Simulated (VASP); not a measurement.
A run of VASP 6.6.1 is set up as follows.

File INCAR:

```
SYSTEM = CaInH2
ALGO = Fast
EDIFF = 1E-6
ENCUT = 520
GGA = PE
ISIF = 2
ISMEAR = 0
LASPH = .True.
LCHARG = .True.
LELF = .True.
LREAL = .False.
LVHAR = .True.
LWAVE = .False.
NBANDS = 20
NELM = 100
PREC = Accurate
SIGMA = 0.1
```

KPOINTS

```
k-points
0
Gamma
  10 10 18
  0 0 0
```

The input POSCAR:

```
CaInH2
1.0
    4.2887820891      0.0000000000      0.0000000000
    0.0000000000      4.2887820891      0.0000000000
    0.0000000000      0.0000000000      3.4281590896
Ca In H
1 1 2
Direct
    0.5000000000      0.5000000000      0.5000000000
    0.0000000000      0.0000000000      0.0000000000
    0.5000000000      0.0000000000      0.0000000000
    0.0000000000      0.5000000000      0.0000000000
```

Potentials or basis: VASP PAW PBE potentials, release 64 (Ca_sv, In_d, H).

The run is started by

```bash
$ cat potpaw_PBE.64/Ca_sv/POTCAR potpaw_PBE.64/In_d/POTCAR potpaw_PBE.64/H/POTCAR > POTCAR
$ mpirun -np 1 vasp_std > vasp.out
```

Question: Predict the band gap on the k mesh.

Answer: None (metal or under the smearing width).

Question: What does it give for the pressure?

Answer: 0.0 GPa.
